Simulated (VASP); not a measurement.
# AlCl (Fm-3m) in VASP: further runs

The runs below take AlCl through relaxation of cell and atoms, with PBE+D2, PBE+D3.

Program: VASP 6.6.1. These are calculated values, not measurements. Logs are shortened: lines on timing, memory, paths and dates and some standing lists are left out, and cuts for length are marked.

## Step 1: The structure

Symmetry: Fm-3m, No. 225, cubic system. The conventional cell has a = 5.697 Å, b = 5.697 Å, c = 5.697 Å, α = 90.00°, β = 90.00°, γ = 90.00°. Al (site symmetry m-3m) is surrounded by 6 Cl at 2.85 Å. Cl (site symmetry m-3m) has 6 Al at 2.85 Å as nearest neighbours.

The cell was built by a generator and needn't be a form met in nature.

## Step 2: Relaxation of cell and atoms, PBE+D2

Contents of INCAR:

```
SYSTEM = AlCl
  PREC = Accurate
  ENCUT = 600
  EDIFF = 1E-7
  ISMEAR = -1
  SIGMA = 0.05
  LREAL = .False.
  LASPH = .True.
  NELM = 80
  ALGO = Fast
  ISIF = 3
  LWAVE = .False.
  LCHARG = .False.
  GGA = PE
  IVDW = 1
  IBRION = 2
  NSW = 60
  EDIFFG = -0.02
```

Contents of KPOINTS:

```
regular mesh
0
Gamma
  8 8 8
  0 0 0
```

Contents of POSCAR:

```
AlCl
1.0
    0.0000000000      2.8486347600      2.8486347600
    2.8486347600      0.0000000000      2.8486347600
    2.8486347600      2.8486347600      0.0000000000
Al Cl
1 1
Direct
    0.5000000000      0.5000000000      0.5000000000
    0.0000000000      0.0000000000      0.0000000000
```

Potentials or basis: VASP PAW PBE potentials, release 64 (Al, Cl).

Launch:

```bash
$ cat potpaw_PBE.64/Al/POTCAR potpaw_PBE.64/Cl/POTCAR > POTCAR
$ mpirun -np 1 vasp_std > vasp.out
```

OUTCAR:

```text
SYSTEM = AlCl
   PREC = Accurate
   ENCUT = 600
   EDIFF = 1E-7
   ISMEAR = -1
   LREAL = .False.
   LASPH = .True.
   NELM = 80
   ISIF = 3
   GGA = PE
   IVDW = 1
   IBRION = 2
   NSW = 60
   EDIFFG = -0.02
  IVDW =   1

 ion  position               nearest neighbor table
   1  0.500  0.500  0.500-   2 2.85   2 2.85   2 2.85   2 2.85   2 2.85   2 2.85
   2  0.000  0.000  0.000-   1 2.85   1 2.85   1 2.85   1 2.85   1 2.85   1 2.85

  LATTYP: Found a face centered cubic cell.
 ALAT       =     5.6972695200

  Lattice vectors:

 A1 = (   0.0000000000,   2.8486347600,   2.8486347600)
 A2 = (   2.8486347600,   0.0000000000,   2.8486347600)
 A3 = (   2.8486347600,   2.8486347600,   0.0000000000)

Analysis of symmetry for initial positions (statically):
=====================================================================
 Subroutine PRICEL returns:
 Original cell was already a primitive cell.

 Routine SETGRP: Setting up the symmetry group for a
 face centered cubic supercell.

 Subroutine GETGRP returns: Found 48 space group operations
 (whereof 48 operations were pure point group operations)
 out of a pool of 48 trial point group operations.

The static configuration has the point symmetry O_h .

Analysis of symmetry for dynamics (positions and initial velocities):
=====================================================================
 Subroutine PRICEL returns:
 Original cell was already a primitive cell.

 Routine SETGRP: Setting up the symmetry group for a
 face centered cubic supercell.

 Subroutine GETGRP returns: Found 48 space group operations
 (whereof 48 operations were pure point group operations)
 out of a pool of 48 trial point group operations.

The dynamic configuration has the point symmetry O_h .

 Subroutine INISYM returns: Found 48 space group operations
 (whereof 48 operations are pure point group operations),
 and found     1 'primitive' translations

----------------------------------------------------------------------------------------

                                     Primitive cell

  volume of cell :      46.2317

  direct lattice vectors                    reciprocal lattice vectors
     0.000000000  2.848634760  2.848634760    -0.175522677  0.175522677  0.175522677
     2.848634760  0.000000000  2.848634760     0.175522677 -0.175522677  0.175522677
     2.848634760  2.848634760  0.000000000     0.175522677  0.175522677 -0.175522677

  length of vectors
     4.028577912  4.028577912  4.028577912     0.304014195  0.304014195  0.304014195

  position of ions in fractional coordinates (direct lattice)
     0.500000000  0.500000000  0.500000000
     0.000000000  0.000000000  0.000000000

  ion indices of the primitive-cell ions
   primitive index   ion index
                 1           1
                 2           2

----------------------------------------------------------------------------------------

 KPOINTS: regular mesh

Automatic generation of k-mesh.
 Grid dimensions read from file:
 generate k-points for:    8    8    8

 Generating k-lattice:

  Cartesian coordinates                     Fractional coordinates (reciprocal lattice)
    -0.021940335  0.021940335  0.021940335     0.125000000  0.000000000  0.000000000
     0.021940335 -0.021940335  0.021940335     0.000000000  0.125000000  0.000000000
     0.021940335  0.021940335 -0.021940335     0.000000000  0.000000000  0.125000000

  Length of vectors
     0.038001774  0.038001774  0.038001774

  Shift w.r.t. Gamma in fractional coordinates (k-lattice)
     0.000000000  0.000000000  0.000000000

 Subroutine IBZKPT returns following result:
 ===========================================

 Found     29 irreducible k-points:

 Following reciprocal coordinates:
            Coordinates               Weight
  0.000000  0.000000  0.000000      1.000000
  0.125000  0.000000  0.000000      8.000000
  0.250000  0.000000  0.000000      8.000000
  0.375000  0.000000  0.000000      8.000000
  0.500000  0.000000  0.000000      4.000000
  0.125000  0.125000  0.000000      6.000000
[... 16 lines left out ...]
  0.500000  0.250000  0.125000     48.000000
 -0.375000  0.250000  0.125000     24.000000
 [... further k-points ...]
   k-points           NKPTS =     29   k-points in BZ     NKDIM =     29   number of bands    NBANDS=      9
   number of dos      NEDOS =    301   number of ions     NIONS =      2
   total plane-waves  NPLWV =  32768
   dimension x,y,z NGX =    32 NGY =   32 NGZ =   32
   dimension x,y,z NGXF=    64 NGYF=   64 NGZF=   64
   ions per type =               1   1
   NGX,Y,Z   is equivalent  to a cutoff of  13.21, 13.21, 13.21 a.u.
   NGXF,Y,Z  is equivalent  to a cutoff of  26.41, 26.41, 26.41 a.u.
 SYSTEM =  AlCl
   PREC   = accura    normal or accurate (medium, high low for compatibility)
   ISTART =      0    job   : 0-new  1-cont  2-samecut
   ICHARG =      2    charge: 1-file 2-atom 10-const
   ISPIN  =      1    spin polarized calculation?
   LNONCOLLINEAR =      F non collinear calculations
   LSORBIT =      F    spin-orbit coupling
   LASPH  =      T    aspherical Exc in radial PAW
   ENCUT  =  600.0 eV  44.10 Ry    6.64 a.u.   8.05  8.05  8.05*2*pi/ulx,y,z
   NELM   =     80;   NELMIN=  2; NELMDL= -5     # of ELM steps
   EDIFF  = 0.1E-06   stopping-criterion for ELM
   LREAL  =      F    real-space projection
   EDIFFG = -.2E-01   stopping-criterion for IOM
   NSW    =     60    number of steps for IOM
   IBRION =      2    ionic relax: 0-MD 1-quasi-New 2-CG
   NFREE  =      1    steps in history (QN), initial steepest desc. (CG)
   ISIF   =      3    stress and relaxation
   ISYM   =      2    0-nonsym 1-usesym 2-fastsym
   POTIM  = 0.5000    time-step for ionic-motion
   TEBEG  =    0.0;   TEEND  =   0.0 temperature during run
   PSTRESS=    0.0 pullay stress
   NELECT =      10.0000    total number of electrons
   NUPDOWN=      -1.0000    fix difference up-down
   EMIN   =  10.00;   EMAX   =-10.00  energy-range for DOS
   EFERMI =   0.00;   METHOD = LEGACY
   ISMEAR =    -1;   SIGMA  =   0.05  broadening in eV -4-tet -1-fermi 0-gaus
   EFERMI_NEDOS =   21; number of points for ismear=-14 and -15
   IALGO  =     68    algorithm
   IMIX   =      4    mixing-type and parameters
     AMIX     =   0.40;   BMIX     =  1.00
     AMIX_MAG =   1.60;   BMIX_MAG =  1.00
  volume/ion in A,a.u.               =      23.12       155.99
  Fermi-wavevector in a.u.,A,eV,Ry     =   0.982716  1.857064 13.139567  0.965731
  Thomas-Fermi vector in A             =   2.113820
   LORBIT       =      0    0 simple, 1 ext, 2 COOP (PROOUT), +10 PAW based schemes
   GGA     = PE    functional components
   LHFCALC =     F    Hartree Fock is set to
   AEXX    =    0.0000 exact exchange contribution
   IVDW    =     1    specifies the selected vdW correction
   LEPSILON=     F    determine dielectric tensor
   LRPA    =     F    only Hartree local field effects (RPA)
 conjugate gradient relaxation of ions
 non-spin polarized calculation
 RMM-DIIS sequential band-by-band and
  energy-cutoff  :      600.00
  volume of cell :       46.23
 maximum number of plane-waves:      1572
   NGX = 17   NGY = 17   NGZ = 17

--------------------------------------- Ionic step        1  -------------------------------------------

 number of electron      10.0000000 magnetization

 number of electron       9.9999998 magnetization

 Free energy of the ion-electron system (eV)
  ---------------------------------------------------
  ext. energy  EPLUGINS =         0.00000000
  ---------------------------------------------------
  free energy    TOTEN  =        -5.92538248 eV

  energy without entropy =       -5.92531303  energy(sigma->0) =       -5.92534775

------------------------ aborting loop because EDIFF is reached ----------------------------------------

  DFT-D2 method for vdW energy calculation

  Number of pair interactions contributing to vdW energy:   34134

  Edisp (eV):   -0.31445

  FORCE on cell =-STRESS in cart. coord.  units (eV):
  Direction    XX          YY          ZZ          XY          YZ          ZX
  --------------------------------------------------------------------------------------
  -------------------------------------------------------------------------------------
  Total       1.27472     1.27472     1.27472     0.00000    -0.00000     0.00000
  in kB      44.17572    44.17572    44.17572     0.00000    -0.00000     0.00000
  external pressure =       44.18 kB  Pullay stress =        0.00 kB
[... 105 lines left out ...]
  energy  without entropy=       -6.3502936699  energy(sigma->0) =       -6.35033706

--------------------------------------- Ionic step        4  -------------------------------------------

 number of electron       9.9999998 magnetization

 Free energy of the ion-electron system (eV)
  ---------------------------------------------------
  ext. energy  EPLUGINS =         0.00000000
  ---------------------------------------------------
  free energy    TOTEN  =        -6.08240988 eV

  energy without entropy =       -6.08236031  energy(sigma->0) =       -6.08238509

 E-fermi :   3.3726     XC(G=0):  -8.1005

 val. band max:        3.1083587737   @ k =   0.5000   0.0000   0.0000
 cond. band min:       3.6368870014   @ k =   0.5000   0.0000   0.0000
 fundamental gap:      0.5285282277
 Fermi energy:         3.3726188216

 k-point     1 :       0.0000    0.0000    0.0000
  band No.  band energies     occupation
      1     -12.9150      2.00000
      2      -0.7199      2.00000
      3      -0.6929      2.00000
      4      -0.6929      2.00000
      5      -0.6929      2.00000
      6       8.0472      0.00000
      7       8.0472      0.00000
      8       8.0472      0.00000
      9       9.1231      0.00000
[... 265 lines left out ...]
 k-point    24 :      -0.3750    0.2500    0.1250
  band No.  band energies     occupation
      1     -12.6560      2.00000
      2      -2.8649      2.00000
      3      -1.3954      2.00000
      4      -1.0387      2.00000
      5       2.1576      2.00000
      6       4.6006      0.00000
      7       6.2469      0.00000
      8       6.3406      0.00000
      9      10.5484      0.00000

 [... further k-points ...]

------------------------ aborting loop because EDIFF is reached ----------------------------------------

  DFT-D2 method for vdW energy calculation

  Number of pair interactions contributing to vdW energy:   28304

  Edisp (eV):   -0.26848

  FORCE on cell =-STRESS in cart. coord.  units (eV):
  Direction    XX          YY          ZZ          XY          YZ          ZX
  --------------------------------------------------------------------------------------
  -------------------------------------------------------------------------------------
  Total      -0.00220    -0.00220    -0.00220     0.00000    -0.00000     0.00000
  in kB      -0.06337    -0.06337    -0.06337     0.00000    -0.00000     0.00000
  external pressure =       -0.06 kB  Pullay stress =        0.00 kB
[... 17 lines left out ...]
  FREE ENERGIE OF THE ION-ELECTRON SYSTEM (eV)
  ---------------------------------------------------
  free  energy   TOTEN  =        -6.3508895188 eV

  energy  without entropy=       -6.3508399570  energy(sigma->0) =       -6.35086474

 reached required accuracy - stopping structural energy minimisation
```

Wall time 34 s (1 thread of Intel Xeon Platinum 8488C (Sapphire Rapids), shared host); peak memory 0.18 GiB.

Results:

```yaml
Free_energy: -6.3509 eV
Relaxed_volume: 27.77 Å³/atom
Relaxed_cell: a = 4.283 Å, b = 4.283 Å, c = 4.283 Å, α = 60.00°, β = 60.00°, γ = 60.00°
Space_group_after_relaxing_to_0.05_Å: Fm-3m (No. 225)
Energy_gained_by_relaxing: 55.5 meV/atom
Ionic_steps: 4
Pressure_after_relaxing: 0.0 GPa
Band_gap_on_the_k_mesh: 0.53 eV, direct
Dispersion_energy_per_atom: -0.134 eV
```

Step by step:
```tsv
step	energy change (eV)	largest force (eV/Å)	pressure (GPa)	volume (Å³)
1	0.0000	0.0000	4.42	46.23
2	-0.0833	0.0000	1.91	50.63
3	-0.1106	0.0000	0.25	54.82
4	-0.1111	0.0000	-0.01	55.54
```

Final structure:
```
Al Cl
1.0
     0.00000    3.02831    3.02831
     3.02831    0.00000    3.02831
     3.02831    3.02831    0.00000
Al Cl
1 1
Direct
  0.50000 0.50000 0.50000
  0.00000 0.00000 0.00000
```

Caveat: the volume moved by over 15 % at a fixed basis, so the end points are rough. A hybrid or GW would open this gap; PBE tends to underestimate it.

## Step 3: Relaxation of cell and atoms, PBE+D3

Edit INCAR of step 2 so:

```diff
@@ -14,3 +14,3 @@
   GGA = PE
-  IVDW = 1
+  IVDW = 11
   IBRION = 2
```

KPOINTS is that of step 2.

POSCAR is that of step 2.

Potentials or basis: VASP PAW PBE potentials, release 64 (Al, Cl).

Launch:

```bash
$ cat potpaw_PBE.64/Al/POTCAR potpaw_PBE.64/Cl/POTCAR > POTCAR
$ mpirun -np 1 vasp_std > vasp.out
```

OUTCAR:

```text
SYSTEM = AlCl
   PREC = Accurate
   ENCUT = 600
   EDIFF = 1E-7
   ISMEAR = -1
   LREAL = .False.
   LASPH = .True.
   NELM = 80
   ISIF = 3
   GGA = PE
   IVDW = 11
   IBRION = 2
   NSW = 60
   EDIFFG = -0.02
 IVDW          = 11

 ion  position               nearest neighbor table
   1  0.500  0.500  0.500-   2 2.85   2 2.85   2 2.85   2 2.85   2 2.85   2 2.85
   2  0.000  0.000  0.000-   1 2.85   1 2.85   1 2.85   1 2.85   1 2.85   1 2.85

  LATTYP: Found a face centered cubic cell.
 ALAT       =     5.6972695200

  Lattice vectors:

 A1 = (   0.0000000000,   2.8486347600,   2.8486347600)
 A2 = (   2.8486347600,   0.0000000000,   2.8486347600)
 A3 = (   2.8486347600,   2.8486347600,   0.0000000000)

Analysis of symmetry for initial positions (statically):
=====================================================================
 Subroutine PRICEL returns:
 Original cell was already a primitive cell.

 Routine SETGRP: Setting up the symmetry group for a
 face centered cubic supercell.

 Subroutine GETGRP returns: Found 48 space group operations
 (whereof 48 operations were pure point group operations)
 out of a pool of 48 trial point group operations.

The static configuration has the point symmetry O_h .

Analysis of symmetry for dynamics (positions and initial velocities):
=====================================================================
 Subroutine PRICEL returns:
[... 156 lines left out ...]
  ext. energy  EPLUGINS =         0.00000000
  ---------------------------------------------------
  free energy    TOTEN  =        -5.92538248 eV

  energy without entropy =       -5.92531303  energy(sigma->0) =       -5.92534775

------------------------ aborting loop because EDIFF is reached ----------------------------------------

 Edisp (eV)   -0.24285

 E8    (eV) :    -0.1159
[... 231 lines left out ...]
--------------------------------------- Ionic step        7  -------------------------------------------

 number of electron      10.0000001 magnetization

 Free energy of the ion-electron system (eV)
  ---------------------------------------------------
  ext. energy  EPLUGINS =         0.00000000
  ---------------------------------------------------
  free energy    TOTEN  =        -6.07264682 eV

  energy without entropy =       -6.07264461  energy(sigma->0) =       -6.07264571

 E-fermi :   2.6959     XC(G=0):  -7.8122

 val. band max:        2.2532365365   @ k =   0.5000   0.0000   0.0000
 cond. band min:       3.1384728573   @ k =   0.5000   0.0000   0.0000
 fundamental gap:      0.8852363208
 Fermi energy:         2.6958610415

 k-point     1 :       0.0000    0.0000    0.0000
  band No.  band energies     occupation
      1     -13.1581      2.00000
      2      -1.3081      2.00000
      3      -1.0371      2.00000
      4      -1.0371      2.00000
      5      -1.0371      2.00000
      6       7.1817      0.00000
      7       7.1817      0.00000
      8       7.1817      0.00000
      9       8.6574      0.00000
[... 265 lines left out ...]
 k-point    24 :      -0.3750    0.2500    0.1250
  band No.  band energies     occupation
      1     -12.9526      2.00000
      2      -3.0760      2.00000
      3      -1.6534      2.00000
      4      -1.3402      2.00000
      5       1.4325      2.00000
      6       4.0263      0.00000
      7       5.5855      0.00000
      8       5.6421      0.00000
      9       9.8754      0.00000

 [... further k-points ...]

------------------------ aborting loop because EDIFF is reached ----------------------------------------

 Edisp (eV)   -0.32980

 E8    (eV) :    -0.1815
[... 25 lines left out ...]
  FREE ENERGIE OF THE ION-ELECTRON SYSTEM (eV)
  ---------------------------------------------------
  free  energy   TOTEN  =        -6.4024481796 eV

  energy  without entropy=       -6.4024459722  energy(sigma->0) =       -6.40244708

 reached required accuracy - stopping structural energy minimisation
```

OSZICAR:

```text
N       E                     dE             d eps       ncg     rms          rms(c)
DAV:   1     0.330096470711E+02    0.33010E+02   -0.42381E+03   522   0.988E+02
DAV:   2    -0.386059963413E+01   -0.36870E+02   -0.35487E+02   761   0.122E+02
DAV:   3    -0.598210105542E+01   -0.21215E+01   -0.21189E+01   632   0.350E+01
[... 94 lines left out ...]
RMM:   4    -0.607264600256E+01    0.44122E-05   -0.28280E-05   522   0.530E-02    0.156E-02
RMM:   5    -0.607264631673E+01   -0.31417E-06   -0.10662E-05   524   0.286E-02    0.444E-03
RMM:   6    -0.607264669030E+01   -0.37357E-06   -0.36977E-06   523   0.162E-02    0.540E-03
RMM:   7    -0.607264683282E+01   -0.14252E-06   -0.10736E-06   523   0.894E-03    0.922E-04
RMM:   8    -0.607264681547E+01    0.17355E-07   -0.14894E-07   311   0.399E-03
   7 F= -.64024482E+01 E0= -.64024471E+01  d E =-.234211E+00
```

Run time: 56 s. Hardware: 1 thread of Intel Xeon Platinum 8488C (Sapphire Rapids), shared host; peak memory 0.19 GiB.

What came out:

| Item | Value |
| --- | --- |
| Free energy | -6.4024 eV |
| Relaxed volume | 29.86 Å³/atom |
| Relaxed cell | a = 4.388 Å, b = 4.388 Å, c = 4.388 Å, α = 60.00°, β = 60.00°, γ = 60.00° |
| Space group after relaxing (to 0.05 Å) | Fm-3m (No. 225) |
| Energy gained by relaxing | 117.1 meV/atom |
| Ionic steps | 7 |
| Pressure after relaxing | 0.0 GPa |
| Band gap on the k mesh | 0.89 eV, direct |
| Dispersion energy per atom | -0.165 eV |

The path:
| step | energy change (eV) | largest force (eV/Å) | pressure (GPa) | volume (Å³) |
| --- | --- | --- | --- | --- |
| 1 | 0.0000 | 0.0000 | 5.04 | 46.23 |
| 2 | -0.1527 | 0.0000 | 3.32 | 51.26 |
| 3 | -0.1546 | 0.0000 | -2.64 | 66.84 |
| 4 | -0.2300 | 0.0000 | 1.17 | 58.57 |
| 5 | -0.2183 | 0.0000 | -1.71 | 62.35 |
| 6 | -0.2340 | 0.0000 | -0.27 | 60.03 |
| 7 | -0.2342 | 0.0000 | 0.01 | 59.73 |

Final structure:
```
CELL_PARAMETERS angstrom
0.00000 3.10252 3.10252
3.10252 0.00000 3.10252
3.10252 3.10252 0.00000
ATOMIC_POSITIONS crystal
Al 0.50000 0.50000 0.50000
Cl 0.00000 0.00000 0.00000
```

Caveat: the volume moved by over 15 % at a fixed basis, so the end points are rough. A hybrid or GW would open this gap; PBE tends to underestimate it.
